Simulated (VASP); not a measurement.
# KAl12 in VASP: further runs, part 2 of 2

VASP 6.6.1. The steps go on from the part before.

### Step 4. Single point, PBE

The input, INCAR:

```
PREC     = Accurate       # precision mode
ENCUT    = 520            # plane-wave cutoff, eV
EDIFF    = 1E-7           # SCF threshold, eV
ISMEAR   = 0              # smearing method
SIGMA    = 0.1            # smearing width, eV
LREAL    = F              # projectors in reciprocal space
LASPH    = T              # aspherical terms in the spheres
NELM     = 100            # most SCF steps
ALGO     = Fast           # electronic algorithm
ISIF     = 2              # what is computed and relaxed
LWAVE    = F              # write WAVECAR
LCHARG   = F              # write CHGCAR
GGA      = PE             # functional
NBANDS   = 34             # bands
```

The input, KPOINTS:

```
regular mesh
0
Gamma
  3 3 1
```

The input, POSCAR:

```
KAl12
1.0
    5.7275650000      0.0000000000      0.0000000000
    2.8637820000      4.9602170000      0.0000000000
    0.0000000000      0.0000000000     15.6765370000
Al K
12 1
Direct
    0.1666666208      0.1666667003      0.0637895984
    0.6666667081      0.1666667003      0.0637895984
    0.1666666712      0.6666665995      0.0637895984
    0.6666667585      0.6666665995      0.0637895984
   -0.1661257264      0.3313778409      0.2153032267
    0.3333407152      0.3333886401      0.2130170075
   -0.1652385397      0.8339850857      0.2147679682
    0.3312583367      0.8335234124      0.2157512849
    0.0018517774      0.0004074419      0.3716989281
    0.5041885412     -0.0065489070      0.3620234494
   -0.0057073287      0.5038309816      0.3632468701
    0.5025187255      0.5026913137      0.3647855391
    1.3260575587     -0.6914391044      0.5501414630
```

Potentials or basis: VASP PAW PBE potentials, release 64 (Al, K_sv).

The run is started by

```sh
> cat potpaw_PBE.64/Al/POTCAR potpaw_PBE.64/K_sv/POTCAR > POTCAR
> mpirun -np 1 vasp_std > vasp.out
```

OUTCAR:

```text
PREC = Accurate
   ENCUT = 520
   EDIFF = 1E-7
   ISMEAR = 0
   LREAL = F
   LASPH = T
   NELM = 100
   ISIF = 2
   GGA = PE

 ion  position               nearest neighbor table
   1  0.167  0.167  0.064-   2 2.86   4 2.86   3 2.86   3 2.86   2 2.86   4 2.86   6 2.86   5 2.89
                             8 2.90
   2  0.667  0.167  0.064-   1 2.86   4 2.86   3 2.86   3 2.86   4 2.86   1 2.86   6 2.86   7 2.89
                             5 2.89
   3  0.167  0.667  0.064-   4 2.86   1 2.86   2 2.86   2 2.86   1 2.86   4 2.86   6 2.86   7 2.88
                             8 2.89
   4  0.667  0.667  0.064-   3 2.86   1 2.86   2 2.86   2 2.86   3 2.86   1 2.86   7 2.89   5 2.90
                             8 2.91
   5  0.834  0.331  0.215-   7 2.85  11 2.85   8 2.85   6 2.86  12 2.86   6 2.87   8 2.88   7 2.88
                             2 2.89   1 2.89   4 2.90   9 2.95
   6  0.333  0.333  0.213-   8 2.86   5 2.86   7 2.86   3 2.86   2 2.86   1 2.86   7 2.87   5 2.87
                             8 2.87  10 2.88  11 2.89  12 2.91
[... 393 lines left out ...]
     34       6.0065      0.00000

------------------------ aborting loop because EDIFF is reached ----------------------------------------

  FORCE on cell =-STRESS in cart. coord.  units (eV):
  Direction    XX          YY          ZZ          XY          YZ          ZX
  --------------------------------------------------------------------------------------
  -------------------------------------------------------------------------------------
  Total       -3.3387123     -3.2470164     -0.6217041     -0.0543006      0.0182084      0.0123972
  in kB      -12.0107119    -11.6808443     -2.2365235     -0.1953415      0.0655030      0.0445977
  external PRESSURE =      -8.6426932 kB  Pullay stress =       0.0000000 kB

 VOLUME and BASIS-vectors are now :
 -----------------------------------------------------------------------------
  energy-cutoff  :      520.00
  volume of cell :      445.37
      direct lattice vectors                 reciprocal lattice vectors
     5.727565000  0.000000000  0.000000000     0.174594265 -0.100802024  0.000000000
     2.863782000  4.960217000  0.000000000     0.000000000  0.201604083  0.000000000
     0.000000000  0.000000000 15.676537000     0.000000000  0.000000000  0.063789598

 POSITION                                       TOTAL-FORCE (eV/Angst)
 -----------------------------------------------------------------------------------
      1.43189      0.82670      1.00000        -0.012344      0.005963      0.013464
      4.29567      0.82670      1.00000         0.011188      0.005634      0.019270
      2.86378      3.30681      1.00000        -0.000586      0.000204      0.020120
      5.72757      3.30681      1.00000         0.000750     -0.014412     -0.037457
      5.72506      1.64371      3.37521         0.000620      0.000265      0.000075
      2.86398      1.65368      3.33937         0.000645     -0.000817     -0.004471
      7.16950      4.13675      3.36682        -0.000263     -0.000146     -0.006574
      4.28433      4.13446      3.38223         0.000726     -0.000214     -0.013509
      0.01177      0.00202      5.82695        -0.007961      0.006016      0.004670
      5.73280      4.92773      5.67527         0.000752      0.010008      0.024410
      7.13774      2.49911      5.69445         0.003104     -0.007050     -0.008565
      4.31781      2.49346      5.71857        -0.000987     -0.006781      0.003884
      2.75117      1.53053      8.62431         0.004357      0.001331     -0.015317
 -----------------------------------------------------------------------------------
    total drift:                               -0.000050      0.000063     -0.000461

  FREE ENERGIE OF THE ION-ELECTRON SYSTEM (eV)
  ---------------------------------------------------
  free  energy   TOTEN  =       -43.9310534064 eV

  energy  without entropy=      -43.8928342983  energy(sigma->0) =      -43.91194385
```

OSZICAR:

```text
N       E                     dE             d eps       ncg     rms          rms(c)
DAV:   1     0.154364038472E+03    0.15436E+03   -0.15113E+04   340   0.991E+02
DAV:   2    -0.337759819986E+02   -0.18814E+03   -0.18095E+03   426   0.188E+02
DAV:   3    -0.469813451486E+02   -0.13205E+02   -0.12944E+02   512   0.415E+01
[... 31 lines left out ...]
RMM:  35    -0.439310528993E+02   -0.20791E-06   -0.17553E-06   381   0.351E-03    0.134E-03
RMM:  36    -0.439310530720E+02   -0.17275E-06   -0.15105E-06   369   0.327E-03    0.143E-03
RMM:  37    -0.439310532104E+02   -0.13832E-06   -0.12465E-06   366   0.305E-03    0.148E-03
RMM:  38    -0.439310533200E+02   -0.10961E-06   -0.95452E-07   341   0.281E-03    0.149E-03
RMM:  39    -0.439310534064E+02   -0.86419E-07   -0.77012E-07   343   0.268E-03
   1 F= -.43931053E+02 E0= -.43911944E+02  d E =-.382191E-01
```

Wall time 3.9 min (1 thread of Intel Xeon 6975P-C (Granite Rapids), shared host); peak memory 0.59 GiB.

What came out:

| Quantity | Value |
| --- | --- |
| Free energy | -43.9311 eV |
| Largest force | 0.040 eV/Å |
| Band gap on the k mesh | none (metal or under the smearing width) |

Forces on the atoms (eV/Å):
```
Al  -0.012  0.006  0.013
Al   0.011  0.006  0.019
Al  -0.001  0.000  0.020
Al   0.001 -0.014 -0.037
Al   0.001  0.000  0.000
Al   0.001 -0.001 -0.004
Al   0.000  0.000 -0.007
Al   0.001  0.000 -0.014
Al  -0.008  0.006  0.005
Al   0.001  0.010  0.024
Al   0.003 -0.007 -0.009
Al  -0.001 -0.007  0.004
K    0.004  0.001 -0.015
```

Caveat: the k mesh is coarse (spacing up to 0.42 Å⁻¹), so the values aren't converged.
